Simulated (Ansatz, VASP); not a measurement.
# C: VASP beside Ansatz

One calculation is typed for both programs; each brings its own data sets and cutoff. How far apart do they land?

Method: plane waves, with VASP 6.6.1 beside it; band structure at LDA, in Ansatz 0.2.0.

## 1. Set-up

The cell holds 4 atoms: 4 C. Its edges and angles: a = 2.460 Å, b = 2.460 Å, c = 18.388 Å, α = 90.0°, β = 90.0°, γ = 120.0°. It derives from C. As first built, before any earlier steps moved the atoms (in the runner's words): kind sheets cut from a layered crystal; sheets 2. Vacuum lies along c.

## 2. Ansatz: band structure, LDA

Ansatz runs on its default PAW (the set named soft_2) files.

With cell and atoms fixed, the geometry can't cause a difference; cores, projectors, grids and the points listed under the comparison can.

input.yaml

```yaml
crystal:
  lattice:
    - [2.46, 0.0, 0.0]
    - [-1.23, 2.130422493, 0.0]
    - [0.0, 0.0, 18.3883333333]
  atoms:
    - { symbol: C, position: [0.666666667, 0.333333333, 0.5916530339] }
    - { symbol: C, position: [0.0, 0.0, 0.5916096031] }
    - { symbol: C, position: [0.333333333, 0.666666667, 0.4088314388] }
    - { symbol: C, position: [0.0, 0.0, 0.4088757421] }
hamiltonian:
  xc: lda
  pseudopotentials: { kind: paw }
kpoints:
  mp_grid: { grid: [12, 12, 1] }
  band_path:
    path:
      - [0.0, 0.0, 0.0]
      - [0.03846, 0.0, 0.0]
      - [0.07692, 0.0, 0.0]
      - [0.15385, 0.0, 0.0]
      - [0.19231, 0.0, 0.0]
      - [0.26923, 0.0, 0.0]
      - [0.30769, 0.0, 0.0]
      - [0.34615, 0.0, 0.0]
      - [0.42308, 0.0, 0.0]
      - [0.46154, 0.0, 0.0]
      - [0.5, 0.0, 0.0]
      - [0.48718, 0.02564, 0.0]
      - [0.47436, 0.05128, 0.0]
      - [0.44872, 0.10256, 0.0]
      - [0.4359, 0.12821, 0.0]
      - [0.41026, 0.17949, 0.0]
      - [0.39744, 0.20513, 0.0]
      - [0.37179, 0.25641, 0.0]
      - [0.35897, 0.28205, 0.0]
      - [0.34615, 0.30769, 0.0]
      - [0.33333, 0.33333, 0.0]
      - [0.30769, 0.30769, 0.0]
      - [0.25641, 0.25641, 0.0]
      - [0.23077, 0.23077, 0.0]
      - [0.20513, 0.20513, 0.0]
      - [0.15385, 0.15385, 0.0]
      - [0.12821, 0.12821, 0.0]
      - [0.07692, 0.07692, 0.0]
      - [0.05128, 0.05128, 0.0]
      - [0.0, 0.0, 0.0]
    npoints: 1
scf:
  occupations: { method: gaussian, width: 0.05 }
  n_extra_bands: 8
efield:
  axis: 3
  dipole_correction: true
  ramp_width: 0.04
output:
  forces: true
  eigenvalues: true
```

Launch:

```
$ ansatz run input.yaml --threads 2 --pin off --max-ram 4608MiB --backend cpu --events-out ev --progress --plain --runs-dir out
```

Numbers of over 12 decimals in the logs are rounded to 6 here.

What it wrote:

```text
scf.n_extra_bands = 8 over 8 filled bands (N_el = 16.0): the run solves 16 bands
Engine: ansatz 0.2.0, aarch64-unknown-linux-gnu
Pseudopotentials: kind: paw
Pseudopotential: C, paw, valence charge 4, recommended cutoff 420 eV (normal), C.paw.azcp
Functional definition: SPW92
  exchange = slater_x
  correlation = pw_c
Crystal: 4 atoms, lattice volume = 96.370 Å³
Basis set: ecut = 420 eV, 1819 PW (Γ)
Bands: 16, of which v1, the nominal top of the filled ones, is band 8 counted from 1 (7 counted from 0)
Symmetry: 6 space group operations
k-points: 19 of 144 (time reversal used)
Non-local potential: C, projectors of the file, l = 0: 2, l = 1: 2, l = 2: 1
PAW form: soft (Blöchl's): semilocal exchange-correlation on the pseudo side does not see the compensation charge
PAW frozen core: C, regenerated for the run's functional, and the local potential with it (the file was generated under x = pbe(κ = 0.804, μ = 0.219515), c = pbe(β = 0.066725))
PAW one-centre angular grid: C, 110 points (default); XC on 64 Gauss nodes
Initial density: superposition of atomic densities (neutral atoms: chi_scale 0, normalization atom), corrected by the library's trained network
Initial wavefunctions: pseudopotential atomic-orbital guess
Functional: x = slater, c = lda
SCF iter   1: F=—  HF=-971.867050 eV  |F-HF|=—  |Δ(HF+E_count)|=         —  Δρ=3.92e-3  dr2=8.08e-3  ethr=1.77e-3  p=0.000 e·Å  D=1.38e-6 V/Å  ΔV_dip=-0.00 eV  dr2_dipole=1.76e-9  V_vac-E_F(+/−)=4.76/4.76 eV  ⟨swp⟩=5.8  Hψ=1820  notcnv=0  defer=5
efield: sawtooth ramp at fractional position 0.9802 (placed from the atoms, in the widest stretch of the axis that holds none; the zero of the levels goes with the place), width 0.0400; the density the first Hamiltonian is built on has a dipole p = 0.000 e·Å; the dipole correction subtracts the counter field D = 1.38e-6 V/Å, which shifts the + side's vacuum level by -0.00 eV against the − side's; the planar-averaged density in the ramp window peaks in size at 7.2e-5 e/Å³
preconditioner: auto → LDOS  [metal: Δε(μ)=0.000 eV  Ē_g=16.884 eV  σ=0.050 eV  W_gap=0.00  n_scr=10 (ndim 8)  ℏωp=15.1 eV  f_vac=0.619  D(μ)=0.63/eV (n_scr^D=6)  β→1.0]
SCF iter   2: F=—  HF=-971.868008 eV  |F-HF|=—  |Δ(HF+E_count)|=   9.58e-4  Δρ=8.15e-4  dr2=1.40e-3  ethr=5.05e-5  p=-0.000 e·Å  D=-2.25e-5 V/Å  ΔV_dip=0.00 eV  dr2_dipole=6.71e-9  V_vac-E_F(+/−)=4.51/4.51 eV  ⟨swp⟩=3.2  Hψ=752  notcnv=0  defer=53
SCF iter   3: F=—  HF=-971.867752 eV  |F-HF|=—  |Δ(HF+E_count)|=   2.55e-4  Δρ=2.48e-4  dr2=1.53e-4  ethr=8.75e-6  p=0.000 e·Å  D=2.68e-5 V/Å  ΔV_dip=-0.00 eV  dr2_dipole=2.68e-8  V_vac-E_F(+/−)=4.58/4.58 eV  ⟨swp⟩=2.7  Hψ=466  notcnv=0  defer=53
SCF iter   4: F=—  HF=-971.867728 eV  |F-HF|=—  |Δ(HF+E_count)|=   2.48e-5  Δρ=5.49e-5  dr2=3.98e-6  ethr=9.56e-7  p=-0.000 e·Å  D=-2.22e-6 V/Å  ΔV_dip=0.00 eV  dr2_dipole=1.23e-9  V_vac-E_F(+/−)=4.57/4.57 eV  ⟨swp⟩=2.1  Hψ=391  notcnv=0  defer=53
SCF iter   5: F=—  HF=-971.867734 eV  |F-HF|=—  |Δ(HF+E_count)|=   6.00e-6  Δρ=1.65e-5  dr2=2.91e-7  ethr=2.49e-8  p=0.000 e·Å  D=8.54e-6 V/Å  ΔV_dip=-0.00 eV  dr2_dipole=6.59e-9  V_vac-E_F(+/−)=4.56/4.56 eV  ⟨swp⟩=2.4  Hψ=459  notcnv=0  defer=51
SCF iter   6: F=-971.867734 eV  HF=-971.867734 eV  |F-HF|=2.03e-8  |Δ(HF+E_count)|=   7.20e-9  Δρ=6.55e-6  dr2=4.12e-8  ethr=6.25e-10  p=-0.000 e·Å  D=-4.44e-6 V/Å  ΔV_dip=0.00 eV  dr2_dipole=1.60e-9  V_vac-E_F(+/−)=4.56/4.56 eV  ⟨swp⟩=12.1  Hψ=1786  notcnv=0
SCF 1 converged in 6 iterations: F = -971.867734 eV  dr2 = 4.12e-8
  greatest PAW one-centre occupation: 0.666 electrons in one spin orbital (limit 2), on the C atom at site 3 (counted from 0), in its partial waves of l = 0
NSCF: frozen V_eff on 30 k-points
efield: sawtooth ramp at fractional position 0.9802 (kept from the solve that this one continues, or follows in the run), width 0.0400; the density the first Hamiltonian is built on has a dipole p = -0.000 e·Å; the dipole correction subtracts the counter field D = -4.44e-6 V/Å, which shifts the + side's vacuum level by +0.00 eV against the − side's; the planar-averaged density in the ramp window peaks in size at 1.0e-7 e/Å³
SCF converged after 6 iterations
Free energy (F): -971.867734 eV
Harris-Foulkes:  -971.867734 eV  (|F-HF|=2.03e-8)
Internal energy: -971.866950 eV  (E = F + TS)
E sigma→0 (E₀):  -971.867342 eV
Entropy (-TS):   -0.000784 eV (-0.196 meV/atom)
Fermi energy:    -0.428098 eV
Dipole field:    D = 0.000073 V/Å  (p = 0.000039 e·Å, saw-weighted, corrected)
Work function:   Φ+ = 4.5630 eV   Φ− = 4.5644 eV
Levels:          The Fermi level and band energies are counted from a zero that moves with the ramp; work functions are not
--- Per-component energies (eV) ---
  E_band       = -151.978700
  E_kinetic    = 363.878373
  E_local      = -6740.402355  (includes V_loc(G=0)·N_el)
  E_nonlocal   = 113.700324
  E_hartree    = 3188.871118
  E_xc         = -189.961790
  E_vxc        = -236.163749  (∫ρ·V_xc dr)
  E_paw        = -367.613685  (= ΣΔE_a)
  E_vpaw       = -30.734363  (= ΣTr[D̂ρ^β])
  E_aug_tail   = 0.000037  (compensation charges beyond the density's cutoff)
  E_efield     = 0.000000  (sawtooth field / dipole correction)
  E_vefield    = -0.000000  (∫n·V_field dr)
  E_ewald      = 2659.409699
  E_core_change = 0.251330  (= ΣΔE_core)
  E_smearing   = -0.000784  (= −TS)
  E_closure    = -0.000000  (closes the sum)
  Σ components = -971.867734   (vs F -971.867734, Δ=0.00e0)
--- Forces (eV/Å), atoms counted from 1 ---
  atom   1  C      0.00000000    -0.00000000    -0.00846270
  atom   2  C      0.00000000     0.00000000    -0.00915961
  atom   3  C      0.00000000     0.00000000     0.00883409
  atom   4  C      0.00000000    -0.00000000     0.00884988
  max |Σ_I F_I| component: 6.17e-5 eV/Å
--- Band table (eV; the first three rows and the last of 19) ---
  k-point 0: bands = [... 4 lower, -3.4376, -3.4376, -3.4290, -3.4290, 3.0671, 3.6308, 4.4215, 5.9373, ... 4 higher]
  k-point 1: bands = [... 4 lower, -4.0794, -4.0627, -3.7814, -3.7677, 3.2861, 3.8534, 4.6472, 6.1603, ... 4 higher]
  k-point 2: bands = [... 4 lower, -5.6990, -5.6670, -4.5830, -4.5632, 3.9427, 4.5195, 5.3241, 6.8267, ... 4 higher]
  k-point 18: bands = [... 4 lower, -11.0519, -11.0518, -0.7623, -0.4281, -0.4281, -0.0735, 9.8859, 9.8860, ... 4 higher]
```

The job ended after 3.3 s (2 threads of Arm Neoverse V1, shared host; peak memory 0.31 GiB; 6.3 s of CPU time).

## 3. VASP: band structure, LDA

The same cell, functional (in two slightly different forms), mesh and smearing now go to VASP, with its own data sets and cutoff.

Lines of VASP's logs that name or quote its potential files are left out, and so is its time.

INCAR

```
SYSTEM = C
PREC = Normal
ENCUT = 400
EDIFF = 1E-06
NELM = 120
ISMEAR = 0
SIGMA = 0.05
LREAL = .FALSE.
ALGO = Fast
GGA = CA
NBANDS = 22
LORBIT = 11
LWAVE = .TRUE.
LCHARG = .TRUE.
IDIPOL = 3
LDIPOL = .TRUE.
DIPOL = 0.5 0.5 0.5
LVHAR = .TRUE.
LVACPOTAV = .TRUE.
LELF = .TRUE.
NEDOS = 1500
```

POSCAR

```
C
1.0
    2.4600000000      0.0000000000      0.0000000000
   -1.2300000000      2.1304224930      0.0000000000
    0.0000000000      0.0000000000     18.3883333333
C
4
Direct
    0.6666666670      0.3333333330      0.5916530339
    0.0000000000      0.0000000000      0.5916096031
    0.3333333330      0.6666666670      0.4088314388
    0.0000000000      0.0000000000      0.4088757421
```

KPOINTS

```
Automatic mesh
0
Gamma
12 12 1
0 0 0
```

KPOINTS_OPT

```
Line mode
14
Line-mode
Reciprocal
  0.00000000   0.00000000   0.00000000 GAMMA
  0.50000000   0.00000000   0.00000000 M

  0.50000000   0.00000000   0.00000000 M
  0.33333333   0.33333333   0.00000000 K

  0.33333333   0.33333333   0.00000000 K
  0.00000000   0.00000000   0.00000000 GAMMA
```

The projector-augmented-wave data sets are C (LDA family, release 64).

Launch:

```
$ mpirun -np 2 vasp_std
```

What it wrote:

```text
[banner, memory and clock lines left out]
running    2 mpi-ranks, on    1 nodes
 distrk:  each k-point on    2 cores,    1 groups
 distr:  one band on    1 cores,    2 groups

 POSCAR found type information on POSCAR C
 POSCAR found :  1 types and       4 ions
 LDA part: xc-table for (Slater(with rela. corr.)+CA(PZ))
 , standard interpolation
 POSCAR, INCAR and KPOINTS ok, starting setup
 FFT: planning ... GRIDC
 FFT: planning ... GRID_SOFT
 FFT: planning ... GRID
 WAVECAR not read
 entering main loop
       N       E                     dE             d eps       ncg     rms          rms(c)
DAV:   1     0.611143113070E+02    0.61114E+02   -0.55488E+03   844   0.477E+02
DAV:   2    -0.372238564830E+02   -0.98338E+02   -0.90763E+02  1126   0.147E+02
DAV:   3    -0.431582620078E+02   -0.59344E+01   -0.58560E+01  1080   0.350E+01
DAV:   4    -0.432452450092E+02   -0.86983E-01   -0.86911E-01  1080   0.534E+00
DAV:   5    -0.432472579775E+02   -0.20130E-02   -0.20126E-02  1162   0.710E-01    0.929E+00
RMM:   6    -0.411417177954E+02    0.21055E+01   -0.12178E+00  1018   0.467E+00    0.528E+00
RMM:   7    -0.404435905625E+02    0.69813E+00   -0.21113E+00  1130   0.632E+00    0.133E+00
RMM:   8    -0.404449274519E+02   -0.13369E-02   -0.15030E-01   998   0.179E+00    0.829E-01
RMM:   9    -0.404272278215E+02    0.17700E-01   -0.29411E-02  1146   0.852E-01    0.131E-01
RMM:  10    -0.404270794344E+02    0.14839E-03   -0.74373E-03  1109   0.442E-01    0.457E-02
RMM:  11    -0.404272739155E+02   -0.19448E-03   -0.82779E-04  1164   0.159E-01    0.283E-02
RMM:  12    -0.404275863535E+02   -0.31244E-03   -0.57389E-04  1246   0.971E-02    0.233E-02
RMM:  13    -0.404280607465E+02   -0.47439E-03   -0.93766E-05  1253   0.458E-02    0.205E-02
RMM:  14    -0.404281943442E+02   -0.13360E-03   -0.51137E-05  1187   0.309E-02    0.139E-02
RMM:  15    -0.404283708065E+02   -0.17646E-03   -0.15491E-05  1229   0.145E-02    0.311E-03
RMM:  16    -0.404284138532E+02   -0.43047E-04   -0.26378E-06  1155   0.658E-03    0.228E-03
RMM:  17    -0.404284430303E+02   -0.29177E-04   -0.90813E-07  1110   0.444E-03    0.182E-03
RMM:  18    -0.404284454170E+02   -0.23867E-05   -0.12587E-07  1051   0.186E-03    0.163E-03
RMM:  19    -0.404284454093E+02    0.76855E-08   -0.30857E-08   925   0.946E-04
|                                                                             |
|           W    W    AA    RRRRR   N    N  II  N    N   GGGG   !!!           |
|           W    W   A  A   R    R  NN   N  II  NN   N  G    G  !!!           |
|           W    W  A    A  R    R  N N  N  II  N N  N  G       !!!           |
|           W WW W  AAAAAA  RRRRR   N  N N  II  N  N N  G  GGG   !            |
|           WW  WW  A    A  R   R   N   NN  II  N   NN  G    G                |
|           W    W  A    A  R    R  N    N  II  N    N   GGGG   !!!           |
|                                                                             |
|     Did not find any points to average over, which means that no vacuum     |
|     field-free region was found. Please increase the size of  your cell     |
|     in the dimension of the dipole correction to obtain accurate            |
|     workfunction values.                                                    |
|                                                                             |

   1 F= -.40428445E+02 E0= -.40428054E+02  d E =-.783509E-03
 Start KPOINTS_OPT (optional k-point list driver)
k-point batch [1-19\42]
       N       E                     dE             ncg
DAV:   1    -0.139627034831E+04   -0.90522E+04      860
DAV:   2    -0.295646473987E+04   -0.15602E+04     1104
DAV:   3    -0.306888833614E+04   -0.11242E+03     1066
DAV:   4    -0.307016391444E+04   -0.12756E+01     1014
DAV:   5    -0.307018995888E+04   -0.26044E-01     1050
DAV:   6    -0.307019095018E+04   -0.99131E-03     1084
DAV:   7    -0.307019098286E+04   -0.32679E-04     1074
DAV:   8    -0.307019098420E+04   -0.13320E-05      828
DAV:   9    -0.307019098425E+04   -0.54089E-07      634
[...]
k-point batch [39-42\42]
       N       E                     dE             ncg
DAV:   1     0.861151440066E+04   -0.36746E+03      176
DAV:   2     0.829067657000E+04   -0.32084E+03      220
DAV:   3     0.825870826724E+04   -0.31968E+02      224
DAV:   4     0.825841458739E+04   -0.29368E+00      208
DAV:   5     0.825840790440E+04   -0.66830E-02      224
DAV:   6     0.825840762455E+04   -0.27984E-03      230
DAV:   7     0.825840761263E+04   -0.11926E-04      248
DAV:   8     0.825840761242E+04   -0.20832E-06      180
 writing wavefunctions
```

From OUTCAR (step 3):

```text
ion  position               nearest neighbor table
   1  0.667  0.333  0.592-   2 1.42   2 1.42   2 1.42
   2  0.000  0.000  0.592-   1 1.42   1 1.42   1 1.42
   3  0.333  0.667  0.409-   4 1.42   4 1.42   4 1.42
   4  0.000  0.000  0.409-   3 1.42   3 1.42   3 1.42

  LATTYP: Found a hexagonal cell.
 ALAT       =     2.4600000000
 C/A-ratio  =     7.4749322493

 Subroutine GETGRP returns: Found 12 space group operations
 (whereof  6 operations were pure point group operations)

The static configuration has the point symmetry C_3v.
 The point group associated with its full space group is D_3d.

 Found     19 irreducible k-points:

   k-points           NKPTS =     19   k-points in BZ     NKDIM =     19   number of bands    NBANDS=     22

   dimension x,y,z NGX =    12 NGY =   12 NGZ =   90
   dimension x,y,z NGXF=    24 NGYF=   24 NGZF=  180

   ENCUT  =  400.0 eV  29.40 Ry    5.42 a.u.   4.01  4.01 29.99*2*pi/ulx,y,z

   NELECT =      16.0000    total number of electrons

 k-points in reciprocal lattice and weights: Automatic mesh
   0.00000000  0.00000000  0.00000000       0.007
   0.08333333 -0.00000000  0.00000000       0.042
   0.16666667 -0.00000000  0.00000000       0.042
   0.25000000  0.00000000  0.00000000       0.042
   0.33333333 -0.00000000  0.00000000       0.042
   0.41666667  0.00000000  0.00000000       0.042
   0.50000000  0.00000000  0.00000000       0.021
   0.08333333  0.08333333  0.00000000       0.042
   0.16666667  0.08333333  0.00000000       0.083
[...]
0.33333333  0.25000000  0.00000000       0.083
   0.33333333  0.33333333  0.00000000       0.014

 dipolmoment           0.000000      0.000000      0.000061 electrons x Angstroem

 average (electrostatic) potential at core
       1 -60.7716       2 -60.7879       3 -60.7726       4 -60.7890

 E-fermi :  -1.2103

 k-point     1 :       0.0000    0.0000    0.0000
  band No.  band energies     occupation
    ...
      4      -8.3751      2.00000
      5      -4.2308      2.00000
      6      -4.2300      2.00000
      7      -4.2213      2.00000
      8      -4.2205      2.00000
      9       2.2720      0.00000
     10       2.8397      0.00000
     11       3.5155      0.00000
     12       5.0501      0.00000
     13       5.2521      0.00000
    ...

 k-point     2 :       0.0833   -0.0000    0.0000
  band No.  band energies     occupation
    ...
      4      -8.1815      2.00000
      5      -4.8706      2.00000
      6      -4.8536      2.00000
      7      -4.5734      2.00000
      8      -4.5595      2.00000
      9       2.4911      0.00000
     10       3.0625      0.00000
     11       3.7413      0.00000
     12       5.2732      0.00000
     13       5.4585      0.00000
    ...

 k-point     3 :       0.1667   -0.0000    0.0000
  band No.  band energies     occupation
    ...
      4      -7.6056      2.00000
      5      -6.4894      2.00000
      6      -6.4571      2.00000
      7      -5.3727      2.00000
      8      -5.3527      2.00000
      9       3.1485      0.00000
     10       3.7291      0.00000
     11       4.4188      0.00000
     12       5.9402      0.00000
     13       6.0701      0.00000
    ...

  Total       -1.8128330     -1.8128330     -0.5871637      0.0000000      0.0000000     -0.0000000
  in kB      -30.1387450    -30.1387450     -9.7617258      0.0000000      0.0000000     -0.0000000
  external PRESSURE =     -23.3464052 kB  Pullay stress =       0.0000000 kB

  energy-cutoff  :      400.00
  volume of cell :       96.37
      direct lattice vectors                 reciprocal lattice vectors
     2.460000000  0.000000000  0.000000000     0.406504065  0.234695231  0.000000000
    -1.230000000  2.130422493  0.000000000     0.000000000  0.469390463  0.000000000
     0.000000000  0.000000000 18.388333333     0.000000000  0.000000000  0.054382308

 POSITION                                       TOTAL-FORCE (eV/Angst)
 -----------------------------------------------------------------------------------
      1.23000      0.71014     10.87951        -0.000000     -0.000000     -0.010059
      0.00000      0.00000     10.87871         0.000000     -0.000000     -0.011704
     -0.00000      1.42028      7.51773         0.000000      0.000000      0.010059
      0.00000      0.00000      7.51854         0.000000      0.000000      0.011704
 -----------------------------------------------------------------------------------
    total drift:                               -0.000000     -0.000001      0.014280

  FREE ENERGIE OF THE ION-ELECTRON SYSTEM (eV)
  ---------------------------------------------------
  free  energy   TOTEN  =       -40.4284454093 eV

  energy  without entropy=      -40.4276618999  energy(sigma->0) =      -40.42805365

 vacuum level on the upper side and lower side of the slab         3.344         3.342

 total charge
# of ion       s       p       d       tot
------------------------------------------
    1        0.858   1.801   0.000   2.660
    2        0.859   1.800   0.000   2.658
    3        0.858   1.801   0.000   2.660
    4        0.859   1.800   0.000   2.658
--------------------------------------------------
tot          3.435   7.202   0.000  10.637

[... 3 further parts left out ...]
```

## 4. Differences

Known differences besides the potentials themselves: the two LDA forms differ slightly; the cutoff is 420 eV in Ansatz and 400 eV in VASP (PREC = Normal); VASP's log shows a relativistic correction to its local exchange, Ansatz's none. Total energies have different zeros and are not compared.

Both answers:

```
                                   quantity  Ansatz  VASP  difference
 work function, lower of the two faces (eV)    4.56  4.55       +0.01
work function, higher of the two faces (eV)    4.56  4.55       +0.01
```

At this near-relaxed geometry the largest component of a force difference is 3 meV/Å. Levels from 3 eV below to 2 eV above the Fermi level differ by 2 meV r.m.s. and 6 meV at most; each VASP level is matched to the nearest of Ansatz, which flatters the figure a little. VASP's log warns that it found no field-free region in the vacuum, so its work functions are uncertain.

## 5. Results

* r.m.s. difference of levels near the Fermi level (band structure, LDA): 2.3 meV

**Reading.** The r.m.s. difference of levels near the Fermi level is 2.3 meV (band structure, LDA), within the 80 meV picked in this series as the mark of a large difference. How closely two codes agree says nothing of how well the functional describes the real material.

[Lines on the potential files, build, host, timing and source positions are cut from VASP's logs without a mark.]

[Logs are printed without paths, hosts, clocks, repeated set-up lines and the standing remarks that a program may print on its own settings, such as how far it seeks lower states.]

[Hosts, paths, dates, database ids (printed as entryN), source tags and the programs' standing remarks are cut or masked in the printed files.]
